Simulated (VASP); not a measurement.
Input of a VASP 6.6.1 run:

Contents of INCAR:

```
SYSTEM = Ba3C
PREC = Accurate
ENCUT = 520
EDIFF = 1E-6
ISMEAR = 0
SIGMA = 0.1
LREAL = .False.
LASPH = .True.
NELM = 100
ALGO = Fast
ISIF = 2
LWAVE = .False.
LCHARG = .False.
LDIPOL = .True.
IDIPOL = 3
DIPOL = 0.5 0.5 0.443
GGA = PE
IVDW = 12
NBANDS = 25
```

KPOINTS

```
regular mesh
0
Gamma
  6 6 1
  0 0 0
```

The input POSCAR:

```
Ba3C
1.0
    4.9162006870      0.0000000000      0.0000000000
    0.0000000000      4.9162006870      0.0000000000
    0.0000000000      0.0000000000     23.9162006870
Ba C
3 1
Direct
    0.5000000000      0.5000000000      0.3554076215
    0.0000000000      0.0000000000      0.4264395742
    0.5000000000      0.5000000000      0.5250856771
    0.0000000000      0.5000000000      0.4663443551
```

Potentials or basis: VASP PAW PBE potentials, release 64 (Ba_sv, C).

The run is started by

```bash
$ cat potpaw_PBE.64/Ba_sv/POTCAR potpaw_PBE.64/C/POTCAR > POTCAR
$ mpirun -np 1 vasp_std > vasp.out
```

Q: What does it give for the dispersion energy per atom?

A: -0.128 eV.

Q: What does it give for the band gap on the k mesh?

A: None (metal or under the smearing width).

Q: Estimate the largest force.

A: 0.127 eV/Å.

Forces in eV/Å, atoms in the order of the input:
```
Ba   0.000  0.000 -0.054
Ba   0.000  0.000 -0.123
Ba   0.000  0.000  0.127
C    0.000  0.000  0.049
```

Spin-orbit coupling is left out, which matters for the levels of Ba.
